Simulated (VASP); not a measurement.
# Lu3AlN4 (Pmmm) in VASP: band structure with PBE

Aim: the band structure of Lu3AlN4 with PBE.

Program: VASP 6.6.1. These are calculated values, not measurements. Logs are shortened: lines on timing, memory, paths and dates and some standing lists are left out, and cuts for length are marked.

## 1. The structure

The structure is orthorhombic, space group Pmmm (No. 47). Conventional cell: a = 3.262 Å, b = 4.703 Å, c = 6.522 Å, α = 90.00°, β = 90.00°, γ = 90.00°. Lu (site symmetry mm2) is surrounded by 6 N at 2.27 to 2.35 Å. Around Lu (site symmetry mmm) lie 6 N at 2.35 to 2.41 Å. Al (site symmetry mmm) is surrounded by 6 N at 2.21 to 2.35 Å. Around N (site symmetry mmm) lie 6 Lu at 2.34 to 2.35 Å. Around N (site symmetry mm2) lie 2 Al at 2.21 Å and 4 Lu at 2.35 to 2.41 Å. N (site symmetry mmm) has 4 Lu at 2.27 Å and 2 Al at 2.35 Å as nearest neighbours.

The cell was built by a generator and needn't be a form met in nature.

## 2. Band structure, PBE

POSCAR reads:

```
Lu3AlN4
1.0
    3.2617200000      0.0000000000      0.0000000000
    0.0000000000      4.7028000000      0.0000000000
    0.0000000000      0.0000000000      6.5215700000
Lu Al N
3 1 4
Direct
    0.5000000000      0.5000000000      0.2420490000
    0.0000000000      0.0000000000      0.5000000000
    0.5000000000      0.5000000000      0.7579510000
    0.0000000000      0.0000000000      0.0000000000
    0.0000000000      0.5000000000      0.5000000000
    0.5000000000      0.0000000000      0.7723660000
    0.0000000000      0.5000000000      0.0000000000
    0.5000000000      0.0000000000      0.2276340000
```

INCAR.step1 reads:

```
PREC = Accurate
ENCUT = 520
EDIFF = 1E-6
ISMEAR = 0
SIGMA = 0.1
LREAL = False
LASPH = True
NELM = 60
ALGO = Normal
ISIF = 2
LWAVE = False
LCHARG = True
GGA = PE
NBANDS = 59
KPAR = 4
```

KPOINTS.step1 reads:

```
regular mesh
0
Gamma
  10 6 6
```

INCAR.step2 reads:

```
PREC = Accurate
ENCUT = 520
EDIFF = 1E-6
ISMEAR = 0
SIGMA = 0.05
LREAL = False
LASPH = True
NELM = 60
ALGO = Normal
ISIF = 2
LWAVE = False
LCHARG = False
GGA = PE
NBANDS = 59
KPAR = 4
ICHARG = 11
```

KPOINTS.step2 reads:

```
path GXSYGZURTZ,YT,UX,SR
20
line-mode
reciprocal
 0.0000000000  0.0000000000  0.0000000000  G
 0.5000000000  0.0000000000  0.0000000000  X

 0.5000000000  0.0000000000  0.0000000000  X
 0.5000000000  0.5000000000  0.0000000000  S

 0.5000000000  0.5000000000  0.0000000000  S
 0.0000000000  0.5000000000  0.0000000000  Y

 0.0000000000  0.5000000000  0.0000000000  Y
 0.0000000000  0.0000000000  0.0000000000  G

 0.0000000000  0.0000000000  0.0000000000  G
 0.0000000000  0.0000000000  0.5000000000  Z

 0.0000000000  0.0000000000  0.5000000000  Z
 0.5000000000  0.0000000000  0.5000000000  U

 0.5000000000  0.0000000000  0.5000000000  U
 0.5000000000  0.5000000000  0.5000000000  R

 0.5000000000  0.5000000000  0.5000000000  R
 0.0000000000  0.5000000000  0.5000000000  T

 0.0000000000  0.5000000000  0.5000000000  T
 0.0000000000  0.0000000000  0.5000000000  Z

 0.0000000000  0.5000000000  0.0000000000  Y
 0.0000000000  0.5000000000  0.5000000000  T

 0.5000000000  0.0000000000  0.5000000000  U
 0.5000000000  0.0000000000  0.0000000000  X

 0.5000000000  0.5000000000  0.0000000000  S
 0.5000000000  0.5000000000  0.5000000000  R
```

Potentials or basis: VASP PAW PBE potentials, release 64 (Lu, Al, N).

The run is started by

```
> cat potpaw_PBE.64/Lu/POTCAR potpaw_PBE.64/Al/POTCAR potpaw_PBE.64/N/POTCAR > POTCAR
> cp INCAR.step1 INCAR
> cp KPOINTS.step1 KPOINTS
> mpirun -np 4 vasp_std > vasp.out
> cp INCAR.step2 INCAR
> cp KPOINTS.step2 KPOINTS
> mpirun -np 4 vasp_std > vasp.out
```

OUTCAR:

```text
PREC = Accurate
   ENCUT = 520
   EDIFF = 1E-6
   ISMEAR = 0
   LREAL = False
   LASPH = True
   NELM = 60
   ISIF = 2
   GGA = PE
   ICHARG = 11

 ion  position               nearest neighbor table
   1  0.500  0.500  0.242-   7 2.27   7 2.27   5 2.34   5 2.34   8 2.35   8 2.35   3 3.16   4 3.27
                             4 3.27   4 3.27   4 3.27   2 3.32   2 3.32   2 3.32   2 3.32   3 3.36
   2  0.000  0.000  0.500-   5 2.35   5 2.35   8 2.41   6 2.41   6 2.41   8 2.41   4 3.26   4 3.26
                             3 3.32   3 3.32   1 3.32   3 3.32   1 3.32   1 3.32   1 3.32   3 3.32
   3  0.500  0.500  0.758-   7 2.27   7 2.27   5 2.34   5 2.34   6 2.35   6 2.35   1 3.16   4 3.27
                             4 3.27   4 3.27   4 3.27   2 3.32   2 3.32   2 3.32   2 3.32   1 3.36
   4  0.000  0.000  0.000-   6 2.21   8 2.21   6 2.21   8 2.21   7 2.35   7 2.35   2 3.26   2 3.26
                             3 3.27   1 3.27   1 3.27   3 3.27   3 3.27   1 3.27   1 3.27   3 3.27
   5  0.000  0.500  0.500-   1 2.34   3 2.34   1 2.34   3 2.34   2 2.35   2 2.35
   6  0.500  0.000  0.772-   4 2.21   4 2.21   3 2.35   3 2.35   2 2.41   2 2.41
   7  0.000  0.500  0.000-   1 2.27   3 2.27   1 2.27   3 2.27   4 2.35   4 2.35
   8  0.500  0.000  0.228-   4 2.21   4 2.21   1 2.35   1 2.35   2 2.41   2 2.41

  LATTYP: Found a simple orthorhombic cell.
 ALAT       =     3.2617200000
 B/A-ratio  =     1.4418159744
 C/A-ratio  =     1.9994266829

  Lattice vectors:

 A1 = (   3.2617200000,   0.0000000000,   0.0000000000)
 A2 = (   0.0000000000,   4.7028000000,   0.0000000000)
 A3 = (   0.0000000000,   0.0000000000,   6.5215700000)

Analysis of symmetry for initial positions (statically):
=====================================================================
 Subroutine PRICEL returns:
 Original cell was already a primitive cell.

 Routine SETGRP: Setting up the symmetry group for a
 simple orthorhombic supercell.

 Subroutine GETGRP returns: Found  8 space group operations
 (whereof  8 operations were pure point group operations)
 out of a pool of  8 trial point group operations.

The static configuration has the point symmetry D_2h.

Analysis of symmetry for dynamics (positions and initial velocities):
=====================================================================
 Subroutine PRICEL returns:
 Original cell was already a primitive cell.

 Routine SETGRP: Setting up the symmetry group for a
 simple orthorhombic supercell.

 Subroutine GETGRP returns: Found  8 space group operations
 (whereof  8 operations were pure point group operations)
 out of a pool of  8 trial point group operations.

The dynamic configuration has the point symmetry D_2h.

 Subroutine INISYM returns: Found  8 space group operations
 (whereof  8 operations are pure point group operations),
 and found     1 'primitive' translations

----------------------------------------------------------------------------------------

                                     Primitive cell

  volume of cell :     100.0358

  direct lattice vectors                    reciprocal lattice vectors
     3.261720000  0.000000000  0.000000000     0.306586709  0.000000000  0.000000000
     0.000000000  4.702800000  0.000000000     0.000000000  0.212639279  0.000000000
     0.000000000  0.000000000  6.521570000     0.000000000  0.000000000  0.153337310

  length of vectors
     3.261720000  4.702800000  6.521570000     0.306586709  0.212639279  0.153337310

  position of ions in fractional coordinates (direct lattice)
     0.500000000  0.500000000  0.242049000
     0.000000000  0.000000000  0.500000000
     0.500000000  0.500000000  0.757951000
     0.000000000  0.000000000  0.000000000
     0.000000000  0.500000000  0.500000000
     0.500000000  0.000000000  0.772366000
     0.000000000  0.500000000  0.000000000
     0.500000000  0.000000000  0.227634000

  ion indices of the primitive-cell ions
   primitive index   ion index
                 1           1
                 2           2
                 3           3
                 4           4
                 5           5
                 6           6
                 7           7
                 8           8

----------------------------------------------------------------------------------------

 KPOINTS: path GXSYGZURTZ,YT,UX,SR

Interpolating k-points between supplied coordinates.

 Line segments in fractional coordinates (reciprocal lattice):
    0.000000  0.000000  0.000000  ...  0.500000  0.000000  0.000000
    0.500000  0.000000  0.000000  ...  0.500000  0.500000  0.000000
    0.500000  0.500000  0.000000  ...  0.000000  0.500000  0.000000
    0.000000  0.500000  0.000000  ...  0.000000  0.000000  0.000000
    0.000000  0.000000  0.000000  ...  0.000000  0.000000  0.500000
    0.000000  0.000000  0.500000  ...  0.500000  0.000000  0.500000
    0.500000  0.000000  0.500000  ...  0.500000  0.500000  0.500000
    0.500000  0.500000  0.500000  ...  0.000000  0.500000  0.500000
    0.000000  0.500000  0.500000  ...  0.000000  0.000000  0.500000
    0.000000  0.500000  0.000000  ...  0.000000  0.500000  0.500000
    0.500000  0.000000  0.500000  ...  0.500000  0.000000  0.000000
    0.500000  0.500000  0.000000  ...  0.500000  0.500000  0.500000

 Generated    20 points on each line segment, for a total of    240 k-points:

 Following reciprocal coordinates:
            Coordinates               Weight
  0.000000  0.000000  0.000000      0.004167
  0.026316  0.000000  0.000000      0.004167
  0.052632  0.000000  0.000000      0.004167
  0.078947  0.000000  0.000000      0.004167
  0.105263  0.000000  0.000000      0.004167
  0.131579  0.000000  0.000000      0.004167
[... 16 lines left out ...]
  0.500000  0.052632  0.000000      0.004167
  0.500000  0.078947  0.000000      0.004167
 [... further k-points ...]
   k-points           NKPTS =    240   k-points in BZ     NKDIM =    240   number of bands    NBANDS=     59
   number of dos      NEDOS =    301   number of ions     NIONS =      8
   total plane-waves  NPLWV =  43200
   dimension x,y,z NGX =    24 NGY =   36 NGZ =   50
   dimension x,y,z NGXF=    48 NGYF=   72 NGZF=  100
   ions per type =               3   1   4
   NGX,Y,Z   is equivalent  to a cutoff of  12.23, 12.73, 12.75 a.u.
   NGXF,Y,Z  is equivalent  to a cutoff of  24.47, 25.45, 25.49 a.u.
 SYSTEM =  unknown system
   PREC   = accura    normal or accurate (medium, high low for compatibility)
   ISTART =      0    job   : 0-new  1-cont  2-samecut
   ICHARG =     11    charge: 1-file 2-atom 10-const
   ISPIN  =      1    spin polarized calculation?
   LNONCOLLINEAR =      F non collinear calculations
   LSORBIT =      F    spin-orbit coupling
   LASPH  =      T    aspherical Exc in radial PAW
   ENCUT  =  520.0 eV  38.22 Ry    6.18 a.u.   6.06  8.74 12.13*2*pi/ulx,y,z
   NELM   =     60;   NELMIN=  2; NELMDL=  0     # of ELM steps
   EDIFF  = 0.1E-05   stopping-criterion for ELM
   LREAL  =      F    real-space projection
   EDIFFG = 0.1E-04   stopping-criterion for IOM
   NSW    =      0    number of steps for IOM
   IBRION =     -1    ionic relax: 0-MD 1-quasi-New 2-CG
   NFREE  =      0    steps in history (QN), initial steepest desc. (CG)
   ISIF   =      2    stress and relaxation
   ISYM   =      2    0-nonsym 1-usesym 2-fastsym
   POTIM  = 0.5000    time-step for ionic-motion
   TEBEG  =    0.0;   TEEND  =   0.0 temperature during run
   PSTRESS=    0.0 pullay stress
   NELECT =      98.0000    total number of electrons
   NUPDOWN=      -1.0000    fix difference up-down
   EMIN   =  10.00;   EMAX   =-10.00  energy-range for DOS
   EFERMI =   0.00;   METHOD = LEGACY
   ISMEAR =     0;   SIGMA  =   0.05  broadening in eV -4-tet -1-fermi 0-gaus
   EFERMI_NEDOS =   21; number of points for ismear=-14 and -15
   IALGO  =     38    algorithm
   IMIX   =      4    mixing-type and parameters
     AMIX     =   0.40;   BMIX     =  1.00
     AMIX_MAG =   1.60;   BMIX_MAG =  1.00
  volume/ion in A,a.u.               =      12.50        84.38
  Fermi-wavevector in a.u.,A,eV,Ry     =   1.625917  3.072538 35.968450  2.643607
  Thomas-Fermi vector in A             =   2.718962
   LORBIT       =      0    0 simple, 1 ext, 2 COOP (PROOUT), +10 PAW based schemes
   GGA     = PE    functional components
   LHFCALC =     F    Hartree Fock is set to
   AEXX    =    0.0000 exact exchange contribution
   IVDW    =     0    specifies the selected vdW correction
   LEPSILON=     F    determine dielectric tensor
   LRPA    =     F    only Hartree local field effects (RPA)
 non-spin polarized calculation
 Gauss-broadening in eV      SIGMA  =   0.05
  energy-cutoff  :      520.00
  volume of cell :      100.04
 maximum number of plane-waves:      2728

 number of electron      97.9999981 magnetization

 Free energy of the ion-electron system (eV)
  ---------------------------------------------------
  ext. energy  EPLUGINS =         0.00000000
  ---------------------------------------------------
  free energy    TOTEN  =       -61.50448003 eV

  energy without entropy =      -61.50444395  energy(sigma->0) =      -61.50446199

 E-fermi :   4.7546     XC(G=0): -12.3134

 val. band max:        4.6617048598   @ k =   0.0000   0.0000   0.0000
 cond. band min:       4.8447253363   @ k =   0.5000   0.0000   0.0000
 fundamental gap:      0.1830204765
 Fermi energy:         4.7546155433

 k-point     1 :       0.0000    0.0000    0.0000
  band No.  band energies     occupation
      1     -50.4019      2.00000
      2     -49.7429      2.00000
      3     -49.7176      2.00000
      4     -21.2840      2.00000
      5     -21.2660      2.00000
      6     -20.9965      2.00000
[... 51 lines left out ...]
     58      10.6628      0.00000
     59      10.9591      0.00000

 k-point     2 :       0.0263    0.0000    0.0000
  band No.  band energies     occupation
      1     -50.4017      2.00000
      2     -49.7428      2.00000
      3     -49.7174      2.00000
      4     -21.2830      2.00000
      5     -21.2654      2.00000
      6     -21.0077      2.00000
[... 1353 lines left out ...]
     58      11.7722      0.00000
     59      12.1998      0.00000

 k-point    24 :       0.5000    0.0789    0.0000
  band No.  band energies     occupation
      1     -50.3779      2.00000
      2     -49.7195      2.00000
      3     -49.6939      2.00000
      4     -21.5450      2.00000
      5     -21.2083      2.00000
      6     -21.1496      2.00000
[... 51 lines left out ...]
     58      11.7583      0.00000
     59      12.2949      0.00000

 [... further k-points ...]

------------------------ aborting loop because EDIFF is reached ----------------------------------------

  FORCE on cell =-STRESS in cart. coord.  units (eV):
  Direction    XX          YY          ZZ          XY          YZ          ZX
  --------------------------------------------------------------------------------------
  -------------------------------------------------------------------------------------
  Total       10.5833131     10.4789065     11.4051161     -0.0000000      0.0000000      0.0000000
  in kB      169.5028019    167.8306206    182.6648347     -0.0000000      0.0000000      0.0000000
  external PRESSURE =     173.3327524 kB  Pullay stress =       0.0000000 kB

 VOLUME and BASIS-vectors are now :
 -----------------------------------------------------------------------------
  energy-cutoff  :      520.00
  volume of cell :      100.04
      direct lattice vectors                 reciprocal lattice vectors
     3.261720000  0.000000000  0.000000000     0.306586709  0.000000000  0.000000000
     0.000000000  4.702800000  0.000000000     0.000000000  0.212639279  0.000000000
     0.000000000  0.000000000  6.521570000     0.000000000  0.000000000  0.153337310

 POSITION                                       TOTAL-FORCE (eV/Angst)
 -----------------------------------------------------------------------------------
      1.63086      2.35140      1.57854         0.000000      0.000000      0.060084
      0.00000      0.00000      3.26078         0.000000      0.000000      0.000000
      1.63086      2.35140      4.94303         0.000000      0.000000     -0.060084
      0.00000      0.00000      0.00000         0.000000      0.000000      0.000000
      0.00000      2.35140      3.26078         0.000000      0.000000      0.000000
      1.63086      0.00000      5.03704         0.000000      0.000000     -0.229492
      0.00000      2.35140      0.00000         0.000000      0.000000      0.000000
      1.63086      0.00000      1.48453         0.000000      0.000000      0.229492
 -----------------------------------------------------------------------------------
    total drift:                                0.000000     -0.000000     -0.000000

  FREE ENERGIE OF THE ION-ELECTRON SYSTEM (eV)
  ---------------------------------------------------
  free  energy   TOTEN  =       -61.5044800337 eV

  energy  without entropy=      -61.5044439549  energy(sigma->0) =      -61.50446199
```

It took 8.2 min on 4 MPI ranks of Intel Xeon Platinum 8488C (Sapphire Rapids), shared host; peak memory 1 GiB.

Results:

```yaml
Band_gap_on_the_k_mesh: 0.19 eV, indirect (least direct gap 0.22 eV)
Band_gap_along_the_path: 0.18 eV, indirect (least direct gap 0.22 eV)
```

Levels at the corners of the path, in eV from the valence-band top:
```csv
point,band 46,band 47,band 48,band 49,band 50,band 51,band 52,band 53
Γ,-1.18,-0.11,-0.02,0.00,0.22,1.95,3.31,3.46
X,-1.12,-0.91,-0.91,-0.70,0.18,0.34,3.23,5.03
X,-1.12,-0.91,-0.91,-0.70,0.18,0.34,3.23,5.03
S,-2.32,-1.90,-1.84,-1.75,4.00,4.19,4.40,4.57
S,-2.32,-1.90,-1.84,-1.75,4.00,4.19,4.40,4.57
Y,-1.83,-1.36,-0.42,-0.41,1.12,1.96,3.76,4.96
Y,-1.83,-1.36,-0.42,-0.41,1.12,1.96,3.76,4.96
Γ,-1.18,-0.11,-0.02,0.00,0.22,1.95,3.31,3.46
Γ,-1.18,-0.11,-0.02,0.00,0.22,1.95,3.31,3.46
Z,-1.48,-1.01,-0.97,-0.78,2.21,2.84,3.10,3.67
Z,-1.48,-1.01,-0.97,-0.78,2.21,2.84,3.10,3.67
U,-1.63,-1.57,-1.35,-1.05,1.36,1.83,3.06,3.25
U,-1.63,-1.57,-1.35,-1.05,1.36,1.83,3.06,3.25
R,-2.29,-2.05,-1.83,-1.26,4.00,4.31,4.54,4.76
R,-2.29,-2.05,-1.83,-1.26,4.00,4.31,4.54,4.76
T,-1.77,-1.68,-1.42,-1.35,2.59,3.22,3.70,4.29
T,-1.77,-1.68,-1.42,-1.35,2.59,3.22,3.70,4.29
Z,-1.48,-1.01,-0.97,-0.78,2.21,2.84,3.10,3.67
Y,-1.83,-1.36,-0.42,-0.41,1.12,1.96,3.76,4.96
T,-1.77,-1.68,-1.42,-1.35,2.59,3.22,3.70,4.29
U,-1.63,-1.57,-1.35,-1.05,1.36,1.83,3.06,3.25
X,-1.12,-0.91,-0.91,-0.70,0.18,0.34,3.23,5.03
S,-2.32,-1.90,-1.84,-1.75,4.00,4.19,4.40,4.57
R,-2.29,-2.05,-1.83,-1.26,4.00,4.31,4.54,4.76
```

Caveat: the log is that of the step along the path at fixed density, whose energy, stress, charges and moments have no meaning; spin-orbit coupling is left out, which moves the levels of the heavy elements.
